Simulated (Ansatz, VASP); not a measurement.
# Cross-check of Sb (Antimony) between VASP and Ansatz

One calculation is typed for both programs; each brings its own data sets. How far apart do they land? The cell is taken from a series of runs on this material, whose earlier steps may have relaxed, scaled, displaced or heated it; both programs get it as it stands.

Program: Ansatz 0.2.0. Level of theory: plane waves, with VASP 6.6.1 beside it; zone-centre phonons at LDA. Results are calculated unless marked as measured.

### 1. The structure

The structure is trigonal, space group R-3m (No. 166). The conventional cell has a = 4.294 Å, b = 4.294 Å, c = 10.949 Å, α = 90.00°, β = 90.00°, γ = 120.00°. Nearest to Sb lie 3 Sb at 2.91 Å.

Coordinates:

```xyz
2
Lattice="2.1472 1.2397 3.6498 -2.1472 1.2397 3.6498 0.0000 -2.4793 3.6498" Properties=species:S:1:pos:R:3 pbc="T T T"
Sb    0.0000    0.0000    2.5851
Sb    0.0000    0.0000    8.3642
```

### 2. VASP: zone-centre phonons, LDA

Second derivatives magnify differences that forces hide, and they need a tight electronic threshold.

Lines of VASP's logs that name or quote its potential files are left out, and so is its time.

Contents of INCAR:

```
SYSTEM = Sb
PREC = Accurate
ENCUT = 500
EDIFF = 1E-08
NELM = 120
ISMEAR = 1
SIGMA = 0.2
LREAL = .FALSE.
ALGO = Normal
GGA = PW92
NBANDS = 11
LORBIT = 11
LWAVE = .FALSE.
LCHARG = .FALSE.
ISIF = 2
IBRION = 8
LASPH = .TRUE.
GGA_COMPAT = .FALSE.
KPAR = 2
```

Contents of POSCAR:

```
Sb
1.0
    2.1471775840      1.2396735561      3.6497703318
   -2.1471775840      1.2396735561      3.6497703318
    0.0000000000     -2.4793471122      3.6497703318
Sb
2
Direct
    0.2360970995      0.2360970995      0.2360970995
    0.7639029005      0.7639029005      0.7639029005
```

Contents of KPOINTS:

```
Automatic mesh
0
Gamma
15 15 15
0 0 0
```

PAW data sets: Sb (LDA family, release 64).

On the command line:

```
$ mpirun -np 2 vasp_std
```

Numbers of over 12 decimals in the logs are rounded to 6 here.

Log:

```text
[banner, memory and clock lines left out]
running    2 mpi-ranks, on    1 nodes
 distrk:  each k-point on    1 cores,    2 groups
 distr:  one band on    1 cores,    1 groups

 POSCAR found type information on POSCAR Sb
 POSCAR found :  1 types and       2 ions
|                                                                             |
|               ----> ADVICE to this user running VASP <----                  |
|                                                                             |
|     You enforced a specific xc type in the INCAR file but a different       |
|     [... a line on the potential file left out ...]
|     I HOPE YOU KNOW WHAT YOU ARE DOING!                                     |
|                                                                             |

 LDA part: xc-table for (Slater(with rela. corr.)+PW92), standard interpolation
 POSCAR, INCAR and KPOINTS ok, starting setup
 FFT: planning ... GRIDC
 FFT: planning ... GRID_SOFT
 FFT: planning ... GRID
 WAVECAR not read
 entering main loop
       N       E                     dE             d eps       ncg     rms          rms(c)
DAV:   1     0.364962033254E+02    0.36496E+02   -0.35090E+03  7568   0.695E+02
DAV:   2    -0.767373071172E+01   -0.44170E+02   -0.42929E+02 10510   0.115E+02
DAV:   3    -0.962468512098E+01   -0.19510E+01   -0.19267E+01  9166   0.276E+01
DAV:   4    -0.964213611326E+01   -0.17451E-01   -0.17448E-01  8568   0.311E+00
DAV:   5    -0.964234272254E+01   -0.20661E-03   -0.20661E-03  8776   0.376E-01    0.322E+00
DAV:   6    -0.962636885210E+01    0.15974E-01   -0.36427E-03  8531   0.325E-01    0.192E+00
DAV:   7    -0.961746377921E+01    0.89051E-02   -0.77811E-03  8270   0.470E-01    0.552E-02
DAV:   8    -0.961747099336E+01   -0.72142E-05   -0.22933E-04  8495   0.107E-01    0.182E-02
DAV:   9    -0.961747485500E+01   -0.38616E-05   -0.15945E-05  8681   0.246E-02    0.689E-03
DAV:  10    -0.961747449827E+01    0.35673E-06   -0.17817E-06  8564   0.740E-03    0.983E-04
DAV:  11    -0.961747453559E+01   -0.37313E-07   -0.16235E-07  8525   0.251E-03    0.365E-04
DAV:  12    -0.961747453564E+01   -0.54342E-10   -0.10580E-08  5323   0.570E-04
   1 F= -.96174745E+01 E0= -.96182289E+01  d E =0.226313E-02
 Linear response reoptimize wavefunctions to high precision
DAV:   1    -0.961747453588E+01   -0.23726E-09   -0.19003E-09  6943   0.296E-04
DAV:   2    -0.961747453588E+01   -0.76739E-11   -0.12914E-10  4348   0.840E-05
 Linear response DOF=           2
 Linear response progress:
  Degree of freedom:   1/  2
       N       E                     dE             d eps       ncg     rms          rms(c)
RMM:   1    -0.260321571003E-01   -0.26032E-01    0.21594E-02 75729   0.122E+00
RMM:   2    -0.256983374659E-01    0.33382E-03   -0.17708E-03 58527   0.254E-01    0.500E-02
RMM:   3    -0.256992259675E-01   -0.88850E-06   -0.47591E-05 61744   0.417E-02    0.294E-02
RMM:   4    -0.257498922714E-01   -0.50666E-04   -0.22223E-05 61949   0.204E-02    0.237E-03
RMM:   5    -0.257564201209E-01   -0.65278E-05   -0.16769E-06 63143   0.385E-03    0.104E-03
RMM:   6    -0.257578936138E-01   -0.14735E-05    0.39561E-08 60253   0.924E-04    0.319E-04
RMM:   7    -0.257570308843E-01    0.86273E-06    0.17891E-07 64205   0.233E-04    0.897E-05
RMM:   8    -0.257570130536E-01    0.17831E-07    0.73907E-08 65575   0.479E-05    0.198E-05
RMM:   9    -0.257570099657E-01    0.30879E-08    0.60383E-10 65229   0.133E-05    0.190E-06
 first order change of Fermi-energy  -0.11500E-04
 force on displaced ion       1 direction 1 :  -1.897   0.000   0.000
 Linear response progress:
  Degree of freedom:   2/  2
       N       E                     dE             d eps       ncg     rms          rms(c)
RMM:   1    -0.271074851281E-01   -0.27107E-01    0.14123E-02 14915   0.123E+00
RMM:   2    -0.258167913711E-01    0.12907E-02   -0.17453E-03 11832   0.264E-01    0.486E-02
RMM:   3    -0.257230280863E-01    0.93763E-04   -0.46179E-05 12576   0.455E-02    0.291E-02
RMM:   4    -0.256592263269E-01    0.63802E-04   -0.26004E-05 12231   0.252E-02    0.706E-03
RMM:   5    -0.256671802843E-01   -0.79540E-05   -0.51635E-07 12665   0.517E-03    0.247E-03
RMM:   6    -0.256690111087E-01   -0.18308E-05   -0.22769E-08 12769   0.108E-03    0.785E-04
RMM:   7    -0.256682606602E-01    0.75045E-06   -0.14398E-08 12937   0.328E-04    0.210E-04
RMM:   8    -0.256682844409E-01   -0.23781E-07   -0.29210E-09 13087   0.552E-05    0.268E-05
RMM:   9    -0.256683017364E-01   -0.17295E-07   -0.18582E-10 13145   0.201E-05    0.160E-05
RMM:  10    -0.256683003503E-01    0.13861E-08   -0.38405E-10 13223   0.719E-06    0.294E-06
 first order change of Fermi-energy  -0.34572E+00
 force on displaced ion       1 direction 3 :   0.000  -0.000  -4.594
 Linear response finished
```

From OUTCAR (step 2):

```text
ion  position               nearest neighbor table
   1  0.236  0.236  0.236-   2 2.91   2 2.91   2 2.91   2 3.27   2 3.27   2 3.27
   2  0.764  0.764  0.764-   1 2.91   1 2.91   1 2.91   1 3.27   1 3.27   1 3.27

  LATTYP: Found a trigonal (rhomboedric) cell.
 ALAT       =     4.4122540246
 COS(alpha) =     0.5263637772

 Subroutine GETGRP returns: Found 12 space group operations
 (whereof 12 operations were pure point group operations)

The static configuration has the point symmetry D_3d.

 Found    344 irreducible k-points:

   k-points           NKPTS =    344   k-points in BZ     NKDIM =    344   number of bands    NBANDS=     11

   dimension x,y,z NGX =    32 NGY =   32 NGZ =   32
   dimension x,y,z NGXF=    64 NGYF=   64 NGZF=   64

   ENCUT  =  500.0 eV  36.75 Ry    6.06 a.u.   8.04  8.04  8.04*2*pi/ulx,y,z

   NELECT =      10.0000    total number of electrons

 k-points in reciprocal lattice and weights: Automatic mesh
   0.00000000  0.00000000  0.00000000       0.000
   0.06666667 -0.00000000 -0.00000000       0.002
   0.13333333 -0.00000000  0.00000000       0.002
   0.20000000 -0.00000000 -0.00000000       0.002
   0.26666667 -0.00000000  0.00000000       0.002
   0.33333333  0.00000000 -0.00000000       0.002
   0.40000000 -0.00000000  0.00000000       0.002
   0.46666667 -0.00000000 -0.00000000       0.002
   0.06666667  0.06666667 -0.00000000       0.002
[...]
0.46666667  0.46666667  0.46666667       0.001
  -0.46666667  0.46666667  0.46666667       0.002

 average (electrostatic) potential at core
       1 -86.3590       2 -86.3590

  Total        0.1112489      0.1112489      0.0799947      0.0000000     -0.0000000      0.0000000
  in kB        3.0578368      3.0578368      2.1987708      0.0000000     -0.0000000      0.0000000
  external PRESSURE =       2.7714815 kB  Pullay stress =       0.0000000 kB

  energy-cutoff  :      500.00
  volume of cell :       58.29
      direct lattice vectors                 reciprocal lattice vectors
     2.147177584  1.239673556  3.649770332     0.232863832  0.134443996  0.091329948
    -2.147177584  1.239673556  3.649770332    -0.232863832  0.134443996  0.091329948
     0.000000000 -2.479347112  3.649770332     0.000000000 -0.268887992  0.091329948

 POSITION                                       TOTAL-FORCE (eV/Angst)
 -----------------------------------------------------------------------------------
      0.00000      0.00000      2.58510         0.000000      0.000000      0.059570
      0.00000      0.00000      8.36421         0.000000     -0.000000     -0.059570
 -----------------------------------------------------------------------------------
    total drift:                               -0.000000     -0.000000     -0.000000

 Eigenvectors and eigenvalues of the dynamical matrix
 ----------------------------------------------------

   1 f  =    4.294867 THz    26.985442 2PiTHz  143.261326 cm-1    17.762133 meV
             X         Y         Z           dx          dy          dz
      0.000000  0.000000  2.585101     0.000000    0.000000   -0.707107
      0.000000  0.000000  8.364210    -0.000000    0.000000    0.707107

   2 f  =    2.759586 THz    17.338991 2PiTHz   92.049885 cm-1    11.412726 meV
             X         Y         Z           dx          dy          dz
      0.000000  0.000000  2.585101     0.707107   -0.000003    0.000000
      0.000000  0.000000  8.364210    -0.707107    0.000003    0.000000

   3 f  =    2.759586 THz    17.338991 2PiTHz   92.049885 cm-1    11.412726 meV
             X         Y         Z           dx          dy          dz
      0.000000  0.000000  2.585101     0.000003    0.707107    0.000000
      0.000000  0.000000  8.364210    -0.000003   -0.707107    0.000000

   4 f  =    0.000000 THz     0.000000 2PiTHz    0.000001 cm-1     0.000000 meV
             X         Y         Z           dx          dy          dz
      0.000000  0.000000  2.585101     0.513783    0.485826    0.000000
      0.000000  0.000000  8.364210     0.513783    0.485826    0.000000

   5 f  =    0.000000 THz     0.000000 2PiTHz    0.000000 cm-1     0.000000 meV
             X         Y         Z           dx          dy          dz
      0.000000  0.000000  2.585101    -0.000000   -0.000000    0.707107
      0.000000  0.000000  8.364210     0.000000    0.000000    0.707107

   6 f/i=    0.000000 THz     0.000000 2PiTHz    0.000001 cm-1     0.000000 meV
             X         Y         Z           dx          dy          dz
      0.000000  0.000000  2.585101    -0.485826    0.513783    0.000000
      0.000000  0.000000  8.364210    -0.485826    0.513783    0.000000

 ELASTIC MODULI CONTR FROM IONIC RELAXATION (kBar)
 Direction    XX          YY          ZZ          XY          YZ          ZX
 --------------------------------------------------------------------------------
 XX        -101.7828    -75.7053   -145.5306     -0.0000     51.9812      0.0000
 YY         -75.7053   -101.7828   -145.5306      0.0000    -51.9812     -0.0000
 ZZ        -145.5306   -145.5306   -238.6544      0.0000     -0.0000     -0.0000
 XY          -0.0000      0.0000      0.0000    -13.0387      0.0000     48.8714
 YZ          51.9812    -51.9812     -0.0000      0.0000   -207.2325     -0.0000
 ZX           0.0000     -0.0000     -0.0000     48.8714     -0.0000   -183.1784
 --------------------------------------------------------------------------------
```

### 3. Ansatz: zone-centre phonons, LDA

Ansatz runs on its default PAW (the set named soft_2) files.

The same cell, functional (in two slightly different forms), mesh and smearing now go to Ansatz, which takes its cutoff from its data sets.

Contents of input.yaml:

```yaml
crystal:
  lattice:
    - [2.147177584, 1.2396735561, 3.6497703318]
    - [-2.147177584, 1.2396735561, 3.6497703318]
    - [0.0, -2.4793471122, 3.6497703318]
  atoms:
    - { symbol: Sb, position: [0.2360970995, 0.2360970995, 0.2360970995] }
    - { symbol: Sb, position: [0.7639029005, 0.7639029005, 0.7639029005] }
kpoints:
  mp_grid: { grid: [15, 15, 15] }
hamiltonian:
  xc: lda
scf:
  occupations: { method: methfessel_paxton, width: 0.2 }
output:
  eigenvalues: true
phonons:
  method: dfpt
```

On the command line:

```
$ ansatz run input.yaml --threads 8 --pin off --max-ram 14336MiB --backend cpu --events-out ev --progress --plain --runs-dir out
```

Log:

```text
Engine: ansatz 0.2.0, x86_64-unknown-linux-gnu
Pseudopotentials: kind: paw
Pseudopotential: Sb, paw, valence charge 15, recommended cutoff 420 eV (normal), Sb.paw.azcp
Functional definition: SPW92
  exchange = slater_x
  correlation = pw_c
Crystal: 2 atoms, lattice volume = 58.290 Å³
Basis set: ecut = 420 eV, 1153 PW (Γ), exchange–correlation on 60×60×60 points (8 copies of the dense FFT grid, shifted against one another)
Bands: 19, of which v1, the nominal top of the filled ones, is band 15 counted from 1 (14 counted from 0)
Symmetry: 12 space group operations
k-points: 904 of 3375 (irreducible under 2 space group operations, time reversal used)
Non-local potential: Sb, projectors of the file, l = 0: 2, l = 1: 2, l = 2: 2, l = 3: 2
PAW form: soft (Blöchl's): semilocal exchange-correlation on the pseudo side does not see the compensation charge
PAW frozen core: Sb, regenerated for the run's functional, and the local potential with it (the file was generated under x = pbe(κ = 0.804, μ = 0.219515), c = pbe(β = 0.066725))
PAW one-centre angular grid: Sb, 590 points (default); XC on 64 Gauss nodes
Initial density: superposition of atomic densities (neutral atoms: chi_scale 0, normalization atom), corrected by the library's trained network
Initial wavefunctions: pseudopotential atomic-orbital guess
Functional: x = slater, c = lda
SCF iter   1: F=—  HF=-12671.645075 eV  |F-HF|=—  |Δ(HF+E_count)|=         —  Δρ=6.50e-3  dr2=1.07e-2  ethr=1.77e-3  ⟨swp⟩=5.7  Hψ=84380  notcnv=0
preconditioner: auto → Kerker (q_TF=auto, 2.442 Å⁻¹)  [metal: Δε(μ)=0.044 eV  Ē_g=8.818 eV  σ=0.200 eV  W_gap=0.18  n_scr=14 (ndim 8)  ℏωp=15.4 eV  f_vac=0.000  D(μ)=0.19/eV (n_scr^D=0)]
SCF iter   2: F=—  HF=-12671.640027 eV  |F-HF|=—  |Δ(HF+E_count)|=   5.05e-3  S|Δr|=    0.00e0  Δρ=3.70e-3  dr2=3.50e-3  ethr=3.55e-5  ⟨swp⟩=1.7  Hψ=26820  notcnv=0
SCF iter   3: F=—  HF=-12671.638735 eV  |F-HF|=—  |Δ(HF+E_count)|=   1.29e-3  S|Δr|=    0.00e0  Δρ=5.70e-4  dr2=2.22e-4  ethr=1.17e-5  ⟨swp⟩=2.0  Hψ=26216  notcnv=0
SCF iter   4: F=—  HF=-12671.638648 eV  |F-HF|=—  |Δ(HF+E_count)|=   8.68e-5  S|Δr|=    0.00e0  Δρ=2.68e-4  dr2=3.02e-5  ethr=7.41e-7  ⟨swp⟩=2.0  Hψ=30750  notcnv=0
SCF iter   5: F=—  HF=-12671.638631 eV  |F-HF|=—  |Δ(HF+E_count)|=   1.72e-5  S|Δr|=    0.00e0  Δρ=9.97e-5  dr2=5.91e-6  ethr=1.01e-7  ⟨swp⟩=2.0  Hψ=30790  notcnv=0
SCF iter   6: F=—  HF=-12671.638629 eV  |F-HF|=—  |Δ(HF+E_count)|=   1.54e-6  S|Δr|=    0.00e0  Δρ=2.17e-5  dr2=4.13e-7  ethr=1.97e-8  ⟨swp⟩=2.1  Hψ=21686  notcnv=0
SCF iter   7: F=—  HF=-12671.638629 eV  |F-HF|=—  |Δ(HF+E_count)|=   1.35e-7  S|Δr|=    0.00e0  Δρ=7.72e-6  dr2=2.77e-8  ethr=1.38e-9  ⟨swp⟩=2.0  Hψ=20867  notcnv=0
SCF iter   8: F=—  HF=-12671.638629 eV  |F-HF|=—  |Δ(HF+E_count)|=   6.64e-9  S|Δr|=    0.00e0  Δρ=1.48e-6  dr2=9.83e-10  ethr=9.23e-11  ⟨swp⟩=2.0  Hψ=30457  notcnv=0
SCF iter   9: F=—  HF=-12671.638629 eV  |F-HF|=—  |Δ(HF+E_count)|=  3.02e-10  S|Δr|=    0.00e0  Δρ=2.94e-7  dr2=1.14e-10  ethr=3.28e-12  ⟨swp⟩=2.0  Hψ=30685  notcnv=0
SCF iter  10: F=-12671.638629 eV  HF=-12671.638629 eV  |F-HF|=3.64e-12  |Δ(HF+E_count)|=  1.82e-11  S|Δr|=    0.00e0  Δρ=8.35e-8  dr2=9.07e-12  ethr=1.00e-12  ⟨swp⟩=5.0  Hψ=73712  notcnv=0
SCF 1 converged in 10 iterations: F = -12671.638629 eV  dr2 = 9.07e-12
  greatest PAW one-centre occupation: 0.998 electrons in one spin orbital (limit 2), on the Sb atom at site 1 (counted from 0), in its partial waves of l = 2
DFPT response loops at Γ: preconditioner auto → Kerker (q_TF=auto, 2.442 Å⁻¹) (partly filled bands, converged f_vac=0.000); β = 1.00, the filter's whole step (`scf.mixing.beta` (0.50) is not read by the response loops under this deck's `scf.mixing.preconditioner`; to damp them name `kerker` or `kerker_dos`, under which they read `scf.mixing.beta`, and type it under 1.00, their step now; both keys bind the ground state too); Broyden in place of MSR1
SCF converged after 10 iterations
Stability not checked: this state was not tested for a lower state beside it, because cold or Methfessel-Paxton smearing, or corrected tetrahedra, fill the levels in a way that the test cannot read (fill_not_monotonic; see scf.lower_state_search)
Free energy (F): -12671.638629 eV
Harris-Foulkes:  -12671.638629 eV  (|F-HF|=3.64e-12)
Internal energy: -12671.640865 eV  (E = F + TS)
E sigma→0 (E₀):  -12671.639188 eV
Entropy (-TS):   0.002236 eV (1.118 meV/atom)
Fermi energy:    10.230718 eV
--- Per-component energies (eV) ---
  E_band       = -331.545595
  E_kinetic    = 417.624297
  E_local      = -3139.610641  (includes V_loc(G=0)·N_el)
  E_nonlocal   = 732.733413
  E_hartree    = 1421.770566
  E_xc         = -276.443683
  E_vxc        = -195.558347  (∫ρ·V_xc dr)
  E_paw        = -8853.055413  (= ΣΔE_a)
  E_vpaw       = -990.275426  (= ΣTr[D̂ρ^β])
  E_aug_tail   = -0.000004  (compensation charges beyond the density's cutoff)
  E_ewald      = -2975.777046
  E_core_change = 1.117647  (= ΣΔE_core)
  E_smearing   = 0.002236  (= −TS)
  E_closure    = -0.000000  (closes the sum)
  Σ components = -12671.638629   (vs F -12671.638629, Δ=0.00e0)
--- Band table (eV; the first three rows and the last of 904) ---
  k-point 0: bands = [... 11 lower, 5.5082, 8.2700, 8.4057, 8.4057, 12.6374, 13.1124, 13.1124, 15.3094]
  k-point 1: bands = [... 11 lower, 5.2503, 8.2885, 8.4007, 8.5334, 12.5761, 12.9619, 12.9621, 15.0830]
  k-point 2: bands = [... 11 lower, 4.6195, 8.3044, 8.3897, 8.8253, 12.3432, 12.5636, 12.5802, 14.8419]
  k-point 903: bands = [... 11 lower, 0.9946, 8.1649, 8.7615, 9.7238, 10.4639, 10.5648, 11.8307, 17.3597]
--- Phonons (Γ-DFPT): 2 representative perturbations + reference, on 904 of 3375 k-points (Σ response iterations 6) ---
  k mesh reduced under 2 symmetry operations, with k and −k counted as one. Each operation leaves every solved perturbation unchanged. A smaller set is not used because it would not reduce the number of displacements times k-points to solve
  ASR residual: 3.064e-5 → 0.000e0 eV/Å²; symmetrization residual: 5.706e-5 eV/Å²
  ASR residual per site (eV/Å²): 3.06e-5 3.06e-5
  Γ frequencies (cm⁻¹): 0.00 0.00 0.00 88.05 88.05 140.34
  non-analytic LO–TO correction: not included (Born effective charges unavailable; polar crystals: no LO–TO splitting at Γ)
```

### 4. Comparison

Known differences besides the potentials themselves: the data sets hold 30 valence electrons in Ansatz (on its default PAW (the set named soft_2) files) and 10 in VASP; the cutoff is 420 eV in Ansatz and 500 eV in VASP; VASP's log shows a relativistic correction to its local exchange, Ansatz's none. Total energies have different zeros and are not compared.

The two programs side by side:

| quantity | Ansatz | VASP | difference |
| --- | --- | --- | --- |
| optical mode 1 to 2 (cm⁻¹) | 88.0 | 92.0 | -4.35 % |
| optical mode 3 (cm⁻¹) | 140.3 | 143.3 | -2.04 % |

Modes are paired by rising frequency, not by their patterns, so a pair may set unlike modes beside each other; they are those without the splitting of longitudinal modes.

### 5. What came out

```yaml
r_m_s_difference_of_the_optical_zone_centre_modes_each_program_s_sorted_by_frequency_zone_centre_phonons_lda: 3.7 cm⁻¹
difference_in_optical_mode_1_to_2_zone_centre_phonons_lda: -4.3 %
```

What this shows: The r.m.s. difference of the optical zone-centre modes, each program's sorted by frequency is 3.7 cm⁻¹ (zone-centre phonons, LDA). The data sets hold unlike numbers of valence electrons (30 in Ansatz and 10 in VASP), so part of the differences comes from the potentials. Among the rows given in per cent, the largest difference of the zone-centre phonons, LDA pair is in optical mode 1 to 2, -4.3 %. How closely two codes agree says nothing of how well the functional describes the real material.

[Lines on the potential files, build, host, timing and source positions are cut from VASP's logs without a mark.]

[Logs are printed without paths, hosts, clocks, repeated set-up lines and the standing remarks that a program may print on its own settings, such as how far it seeks lower states.]

[Hosts, paths, dates, database ids (printed as entryN), source tags and the programs' standing remarks are cut or masked in the printed files.]
